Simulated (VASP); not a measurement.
VASP runs on CsH (space group P6_3mc) share one base input (PBE GGA, plane waves, VASP's PBE PAW potentials (set 64)) and change the settings named in each case.

**KPOINTS**
```
Automatic mesh
0
G
6 6 3
0 0 0
```

**INCAR**
```
SYSTEM  =  CsH
PREC  =  Accurate; ENCUT  =  300; LREAL  =  .FALSE.
LASPH  =  .TRUE.
EDIFF  =  1E-6; NELM  =  100; ALGO  =  Normal
LMAXMIX  =  4
ISMEAR  =  -1; SIGMA  =  0.05
GGA  =  PE
ISIF  =  2
LWAVE  =  .FALSE.; LCHARG  =  .FALSE.
```

### POSCAR
```
CsH
1
    4.7995300000     0.0000000000     0.0000000000
   -2.3997650000     4.1565150000     0.0000000000
    0.0000000000     0.0000000000     7.8605220000
Cs H
2 2
Direct
  0.6666670000   0.3333330000   0.0000000000
  0.3333330000   0.6666670000   0.5000000000
  0.6666670000   0.3333330000   0.6252000000
  0.3333330000   0.6666670000   0.1252000000
```

POTCAR, in this order: Cs_sv H (PBE.64 set). Program: vasp_std.

| change | E(σ→0) (eV/atom) | pressure (GPa) | largest force (eV/Å) |
|---|---|---|---|
| base run | -2.2163 | 0.39 | 0.015 |
| GGA removed, POTCAR Cs_sv H (LDA.64 set) | -2.3564 | -0.63 | 0.017 |
| GGA_COMPAT = .FALSE., LNONCOLLINEAR = .TRUE., LSORBIT = .TRUE., MAGMOM = 0.0 0.0 0.0 0.0 0.0 0.0 0.0 0.0 0.0 0.0 0.0 0.0, program vasp_ncl | -2.2977 | ___ | 0.015 |
| KPOINTS 2×2×1 Γ-centred mesh | -2.2695 | -0.31 | 0.111 |

Q: What belongs in the gaps?

A: 
- GGA_COMPAT = .FALSE., LNONCOLLINEAR = .TRUE., LSORBIT = .TRUE., MAGMOM = 0.0 0.0 0.0 0.0 0.0 0.0 0.0 0.0 0.0 0.0 0.0 0.0, program vasp_ncl, pressure (GPa): 0.37

Energies of different potentials or functionals have different zeros.  Unless said otherwise, spin-orbit coupling is left out, though it shifts the bands of the heavy elements here. At 300 eV the pressure can carry a Pulay error.

Left out are runs that ran out of time, are held back, or changed the cell or the kind of run, fixed moments of cells without a moment, rows past the twelfth, gaps on odd meshes, pressures of charged cells and columns that move by less than the noise.

The structure was generated: CsH was put into an ordered model structure, which need not be its known phase. The cell was not relaxed at this level.
